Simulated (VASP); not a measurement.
**Aluminum: the relaxed cell at several levels**

Aim: relax Aluminum at several levels and hold each cell against experiment. The levels: LDA, PBEsol, PBE, r2SCAN, PBE + D3(BJ), r2SCAN + rVV10, vdW-DF-cx and RPBE. LASPH is on for some levels and off for others; the table marks which. The start is a cell from a database of measured crystal structures.

Calculated with VASP 6.6.1; LDA; plane waves and PAW (Al), in the first sound run; inputs show where later runs differ.

**Measured values to reproduce.**

“Honeycomb Boron on Al(111): From the Concept of Borophene to the Two-Dimensional Boride” (2021, pmc:8482755) quotes from earlier work for Al, fcc (bulk crystal): lattice constant a (cubic lattice parameter, quoted experimental value) 4.04958 Å [literature value quoted in the paper's theory part; measurement temperature not given].

This is a report of a sequence of runs, with most program output left out.

**1. The starting structure**

Before any relaxation, the start is as follows. Symmetry: Fm-3m, No. 225, cubic system. The conventional cell has a = 4.050 Å, b = 4.050 Å, c = 4.050 Å, α = 90.00°, β = 90.00°, γ = 90.00°. Nearest to Al lie 12 Al at 2.86 Å.

**2. Relaxation with LDA**

The start need not lie at this functional's minimum. ISIF = 3 frees volume, shape and positions, and EDIFFG sets the threshold on forces and stress at which the search stops. LDA, the lowest rung, knows the local density alone.

The input, INCAR:

```
SYSTEM = Al
PREC = Accurate
ENCUT = 520
EDIFF = 1E-06
NELM = 100
ISMEAR = -1
SIGMA = 0.05
LREAL = .FALSE.
ALGO = Normal
GGA = CA
NBANDS = 7
LORBIT = 11
LWAVE = .FALSE.
LCHARG = .FALSE.
KPAR = 2
IBRION = 2
NSW = 60
ISIF = 3
EDIFFG = -0.01
```

The input, POSCAR:

```
Al
1.0
    0.0000000000      2.0248050000      2.0248050000
    2.0248050000      0.0000000000      2.0248050000
    2.0248050000      2.0248050000      0.0000000000
Al
1
Direct
    0.0000000000      0.0000000000      0.0000000000
```

The input, KPOINTS:

```
Automatic mesh
0
Gamma
9 9 9
0 0 0
```

PAW data sets: Al (PBE family, release 64).

Launch:

```sh
mpirun -np 2 vasp_std
```

It took 6.4 s on 2 MPI ranks of Intel Xeon Platinum 8375C at 2.90GHz (Ice Lake), shared host; peak memory 0.22 GiB; 11 s of CPU time.

This run has no spin polarisation. Its electron count is odd, so without a moment it is a metal by construction. The k-mesh is coarse for a metal. The PAW data sets were made with PBE, though LDA sets exist; this is a small mismatch. The run keeps the 48 symmetry operations of its start, so it cannot find a distortion of lower symmetry.

Step by step:

| step | energy less that of the first step (eV) | largest force (eV/Å) | pressure (GPa) | volume (Å³) |
| --- | --- | --- | --- | --- |
| 1 | 0.0000 | 0.0000 | -3.00 | 16.60 |
| 2 | -0.0059 | 0.0000 | 0.57 | 15.87 |
| 3 | -0.0061 | 0.0000 | 0.00 | 15.97 |

| conventional cell, symmetrised | before | after | change |
| --- | --- | --- | --- |
| a (Å) | 4.050 | 3.998 | -1.3 % |
| b (Å) | 4.050 | 3.998 | -1.3 % |
| c (Å) | 4.050 | 3.998 | -1.3 % |
| volume (Å³/atom) | 16.60 | 15.97 | -3.8 % |

Final coordinates:

```cif
data_structure
_symmetry_space_group_name_H-M 'P 1'
_symmetry_Int_Tables_number 1
_cell_length_a 2.8269
_cell_length_b 2.8269
_cell_length_c 2.8269
_cell_angle_alpha 60.000
_cell_angle_beta 60.000
_cell_angle_gamma 60.000
_cell_volume 15.97
loop_
_atom_site_label
_atom_site_type_symbol
_atom_site_fract_x
_atom_site_fract_y
_atom_site_fract_z
_atom_site_occupancy
Al1 Al 0.00000 0.00000 0.00000 1
```

This step gave:

```yaml
electrons: 3
bands: 7
irreducible_k_points: 35
symmetry_operations: 48
free_energy_toten: -4.151 eV
energy_at_zero_smearing: -4.148 eV
fermi_energy: 8.127 eV
pressure: 0.004878 GPa
metallic: yes
scf_cycles_over_all_ionic_steps: 18
```

It ends with forces that vanish by symmetry and a pressure of 0.00 GPa. The volume lies -3.8 % from that of the database's start, which holds the thermal and zero-point expansion of its experiment. LDA is known to overbind. The conventional cell has a = 3.998 Å.

**3. Relaxation with PBEsol**

This step: PBEsol; plane waves and PAW (Al) (VASP 6.6.1).

PBEsol restores the gradient expansion of exchange and is tuned for the cells of solids.

Edit INCAR of step 2 so:

```diff
@@ -9,3 +9,3 @@
 ALGO = Normal
-GGA = CA
+GGA = PS
 NBANDS = 7
```

POSCAR is that of step 2.

KPOINTS is that of step 2.

Launch:

```sh
mpirun -np 2 vasp_std
```

It took 7.2 s on 2 MPI ranks; peak memory 0.24 GiB; 13 s of CPU time.

The PAW data sets were made with PBE, which is usual practice but a small mismatch for other functionals.

Relaxation path:

| step | energy less that of the first step (eV) | largest force (eV/Å) | pressure (GPa) | volume (Å³) |
| --- | --- | --- | --- | --- |
| 1 | 0.0000 | 0.0000 | -1.63 | 16.60 |
| 2 | -0.0017 | 0.0000 | 0.33 | 16.20 |
| 3 | -0.0017 | 0.0000 | 0.00 | 16.26 |

| conventional cell, symmetrised | before | after | change |
| --- | --- | --- | --- |
| a (Å) | 4.050 | 4.022 | -0.7 % |
| b (Å) | 4.050 | 4.022 | -0.7 % |
| c (Å) | 4.050 | 4.022 | -0.7 % |
| volume (Å³/atom) | 16.60 | 16.26 | -2.0 % |

The relaxed structure:

```
Al
1.0
     0.00000    2.01097    2.01097
     2.01097    0.00000    2.01097
     2.01097    2.01097    0.00000
Al
1
Direct
  0.00000 0.00000 0.00000
```

This step gave:

```yaml
free_energy_toten: -4.064 eV
energy_at_zero_smearing: -4.061 eV
fermi_energy: 8.069 eV
pressure: 0.003398 GPa
```

It ends at 16.26 Å³/atom, -2.0 % from the start, with 0.00 GPa left. The conventional cell has a = 4.022 Å.

**4. Relaxation with PBE**

This step: PBE; plane waves and PAW (Al) (VASP 6.6.1).

PBE, the usual starting point, adds the gradient of the density.

Edit INCAR of step 3 so:

```diff
@@ -9,3 +9,3 @@
 ALGO = Normal
-GGA = PS
+GGA = PE
 NBANDS = 7
```

POSCAR is that of step 3.

KPOINTS is that of step 3.

Launch:

```sh
mpirun -np 2 vasp_std
```

Run time: 6.2 s. Hardware: 2 MPI ranks; peak memory 0.24 GiB.

The steps of the relaxation:

| step | energy less that of the first step (eV) | largest force (eV/Å) | pressure (GPa) | volume (Å³) |
| --- | --- | --- | --- | --- |
| 1 | 0.0000 | 0.0000 | -0.22 | 16.60 |
| 2 | 0.0000 | 0.0000 | 0.04 | 16.55 |

| conventional cell, symmetrised | before | after | change |
| --- | --- | --- | --- |
| a (Å) | 4.050 | 4.045 | -0.1 % |
| b (Å) | 4.050 | 4.045 | -0.1 % |
| c (Å) | 4.050 | 4.045 | -0.1 % |
| volume (Å³/atom) | 16.60 | 16.55 | -0.3 % |

The relaxed structure:

```cif
data_structure
_symmetry_space_group_name_H-M 'P 1'
_symmetry_Int_Tables_number 1
_cell_length_a 2.8603
_cell_length_b 2.8603
_cell_length_c 2.8603
_cell_angle_alpha 60.000
_cell_angle_beta 60.000
_cell_angle_gamma 60.000
_cell_volume 16.55
loop_
_atom_site_label
_atom_site_type_symbol
_atom_site_fract_x
_atom_site_fract_y
_atom_site_fract_z
_atom_site_occupancy
Al1 Al 0.00000 0.00000 0.00000 1
```

It ends at 16.55 Å³/atom, -0.3 % from the start, with 0.04 GPa left. The conventional cell has a = 4.045 Å.

**5. Relaxation with r2SCAN**

This step: r2SCAN; plane waves and PAW (Al) (VASP 6.6.1).

r2SCAN adds the kinetic-energy density, costs more than a GGA and is run with LASPH.

Edit INCAR of step 4 so:

```diff
@@ -9,3 +9,4 @@
 ALGO = Normal
-GGA = PE
+METAGGA = R2SCAN
+LASPH = .TRUE.
 NBANDS = 7
```

POSCAR is that of step 4.

KPOINTS is that of step 4.

Launch:

```sh
mpirun -np 2 vasp_std
```

Wall time 32 s (2 MPI ranks); peak memory 0.25 GiB; 62 s of CPU time.

The steps of the relaxation:

| step | energy less that of the first step (eV) | largest force (eV/Å) | pressure (GPa) | volume (Å³) |
| --- | --- | --- | --- | --- |
| 1 | 0.0000 | 0.0000 | -3.47 | 16.60 |
| 2 | -0.0079 | 0.0000 | 0.77 | 15.75 |
| 3 | -0.0082 | 0.0000 | 0.03 | 15.88 |

| conventional cell, symmetrised | before | after | change |
| --- | --- | --- | --- |
| a (Å) | 4.050 | 3.990 | -1.5 % |
| b (Å) | 4.050 | 3.990 | -1.5 % |
| c (Å) | 4.050 | 3.990 | -1.5 % |
| volume (Å³/atom) | 16.60 | 15.88 | -4.3 % |

Final coordinates:

```
Al
1.0
     0.00000    1.99517    1.99517
     1.99517    0.00000    1.99517
     1.99517    1.99517    0.00000
Al
1
Direct
  0.00000 0.00000 0.00000
```

It ends at 15.88 Å³/atom, -4.3 % from the start, with 0.03 GPa left. The conventional cell has a = 3.990 Å.

**6. Relaxation with PBE + D3(BJ)**

This step: PBE with D3(BJ); plane waves and PAW (Al) (VASP 6.6.1).

A dispersion term adds the long-range attraction that semilocal functionals lack. D3 with Becke-Johnson damping keeps a finite attraction at short range.

Edit INCAR of step 5 so:

```diff
@@ -9,4 +9,4 @@
 ALGO = Normal
-METAGGA = R2SCAN
-LASPH = .TRUE.
+GGA = PE
+IVDW = 12
 NBANDS = 7
```

POSCAR is that of step 5.

KPOINTS is that of step 5.

Launch:

```sh
mpirun -np 2 vasp_std
```

The job ended after 8.2 s (2 MPI ranks; peak memory 0.25 GiB).

Dispersion corrections of this kind ignore metallic screening and tend to overbind metals.

It ends at 15.86 Å³/atom, -4.5 % from the start, with 0.01 GPa left. The conventional cell has a = 3.988 Å. Against plain PBE, the dispersion term moves a by -1.4 %.

**7. Relaxation with r2SCAN + rVV10**

This step: r2SCAN with rVV10; plane waves and PAW (Al) (VASP 6.6.1).

LUSE_VDW switches on a nonlocal correlation term for dispersion.

Edit INCAR of step 6 so:

```diff
@@ -9,4 +9,8 @@
 ALGO = Normal
-GGA = PE
-IVDW = 12
+METAGGA = R2SCAN
+LUSE_VDW = .TRUE.
+IVDW_NL = 2
+BPARAM = 11.95
+CPARAM = 0.0093
+LASPH = .TRUE.
 NBANDS = 7
```

POSCAR is that of step 6.

KPOINTS is that of step 6.

Launch:

```sh
mpirun -np 2 vasp_std
```

Run time: 93 s. Hardware: 2 MPI ranks; peak memory 0.39 GiB.

It ends at 15.83 Å³/atom, -4.6 % from the start, with 0.03 GPa left. The conventional cell has a = 3.986 Å. Against plain r2SCAN, the dispersion term moves a by -0.1 %.

**8. Relaxation with vdW-DF-cx**

This step: vdW-DF-cx; plane waves and PAW (Al) (VASP 6.6.1).

vdW-DF-cx takes its exchange from the same plasmon model as its correlation.

Edit INCAR of step 7 so:

```diff
@@ -9,7 +9,5 @@
 ALGO = Normal
-METAGGA = R2SCAN
+GGA = CX
+AGGAC = 0
 LUSE_VDW = .TRUE.
-IVDW_NL = 2
-BPARAM = 11.95
-CPARAM = 0.0093
 LASPH = .TRUE.
```

POSCAR is that of step 7.

KPOINTS is that of step 7.

Launch:

```sh
mpirun -np 2 vasp_std
```

The job ended after 55 s (2 MPI ranks; peak memory 0.5 GiB).

It ends at 16.43 Å³/atom, -1.1 % from the start, with 0.01 GPa left. The conventional cell has a = 4.035 Å.

**9. Relaxation with RPBE**

This step: RPBE; plane waves and PAW (Al) (VASP 6.6.1).

RPBE by itself binds more weakly than PBE and expands cells.

Edit INCAR of step 8 so:

```diff
@@ -9,6 +9,3 @@
 ALGO = Normal
-GGA = CX
-AGGAC = 0
-LUSE_VDW = .TRUE.
-LASPH = .TRUE.
+GGA = RP
 NBANDS = 7
```

POSCAR is that of step 8.

KPOINTS is that of step 8.

Launch:

```sh
mpirun -np 2 vasp_std
```

Run time: 7.8 s. Hardware: 2 MPI ranks; peak memory 0.23 GiB; 14 s of CPU time.

It ends at 16.83 Å³/atom, +1.4 % from the start, with -0.01 GPa left. The conventional cell has a = 4.068 Å.

**10. The cells as a table**

This step: relaxed cells at several levels; plane waves and PAW (VASP 6.6.1).

This step runs nothing: it gathers the runs above.

Lengths are those of the conventional cell; cost is the wall time of each run, as given at its step, times its ranks, without the set-up around it; LASPH differs between rows, which moves results and costs too. Results by level, by row:

| level | volume (Å³/atom) | change from the start (%) | a (Å) | cost (core minutes) | LASPH |
| --- | --- | --- | --- | --- | --- |
| LDA | 15.97 | -3.8 | 3.998 | 0.213 | off |
| PBEsol | 16.26 | -2 | 4.022 | 0.24 | off |
| PBE | 16.55 | -0.3 | 4.045 | 0.207 | off |
| r2SCAN | 15.88 | -4.3 | 3.99 | 1.07 | on |
| PBE + D3(BJ) | 15.86 | -4.5 | 3.988 | 0.273 | off |
| r2SCAN + rVV10 | 15.83 | -4.6 | 3.986 | 3.1 | on |
| vdW-DF-cx | 16.43 | -1.1 | 4.035 | 1.83 | on |
| RPBE | 16.83 | 1.4 | 4.068 | 0.26 | off |

**11. Results**

| Item | Value |
| --- | --- |
| volume, LDA | 15.97 Å³/atom |
| volume, PBEsol | 16.26 Å³/atom |
| volume, PBE | 16.55 Å³/atom |
| volume, r2SCAN | 15.88 Å³/atom |
| volume, PBE + D3(BJ) | 15.86 Å³/atom |
| volume, r2SCAN + rVV10 | 15.83 Å³/atom |
| volume, vdW-DF-cx | 16.43 Å³/atom |
| volume, RPBE | 16.83 Å³/atom |

What this shows: For Aluminum the levels give volumes between 15.83 Å³/atom (r2SCAN + rVV10) and 16.83 Å³/atom (RPBE), a spread of 6.3 %, while the cost of the finished runs spans a factor of 15. Within 1 % of experiment on every length: PBEsol, PBE, vdW-DF-cx and RPBE. The nearest, PBE, is among the cheap ones. Thermal and zero-point expansion, often some tenths of a per cent in length, bear on this order: with the measured lengths lowered by an assumed 0.4 % the nearest becomes vdW-DF-cx. The costs hold the number of ionic steps as well as the price of the functional. The closing table has room for seven levels; RPBE stands in the table of levels alone. Adding D3(BJ) to PBE changes the volume by -4.2 % (a by -1.4 %). Adding rVV10 to r2SCAN changes the volume by -0.3 % (a by -0.1 %). Pairwise corrections of the D and TS kind ignore the screening in a metal, so they may overbind here. Within 0.02 Å all end in space group Fm-3m; the runs can't lower the symmetry of the start. The k-sampling is coarse for a metal, so the Fermi level, pressures and the shape of the cell carry errors. LASPH is on for some levels and off for others, so differences between them are not the functional's alone. Each is a single relaxation on the plane waves of the start cell, so larger changes of volume carry a basis-set error that was not tested here.

Comparison with the measured values:

```
              quantity  measured             LDA          PBEsol             PBE          r2SCAN    PBE + D3(BJ)  r2SCAN + rVV10       vdW-DF-cx
lattice constant a (Å)   4.04958  3.998 (-1.3 %)  4.022 (-0.7 %)  4.045 (-0.1 %)  3.990 (-1.5 %)  3.988 (-1.5 %)  3.986 (-1.6 %)  4.035 (-0.4 %)
```

Measured values from pmc:8482755 (2021).

How well it matches: For the lattice constant a, of the levels listed nearest comes PBE (-0.1 %, good agreement) and farthest r2SCAN + rVV10 (-1.6 %, a clear miss). The grades are ours: good and fair within 0.7 and 1.5 % for the lattice constant a. For lattice constants the calculation has a static lattice, without zero-point motion or thermal expansion.

[Lines on the potential files, build, host, timing and source positions are cut from VASP's logs without a mark.]

[Logs are printed without paths, hosts, clocks, repeated set-up lines and the standing remarks that a program may print on its own settings, such as how far it seeks lower states.]

[Hosts, paths, dates, database ids (printed as entryN), source tags and the programs' standing remarks are cut or masked in the printed files.]

[A measured line is paired with the nearest computed mode of its activity, which favours agreement.]
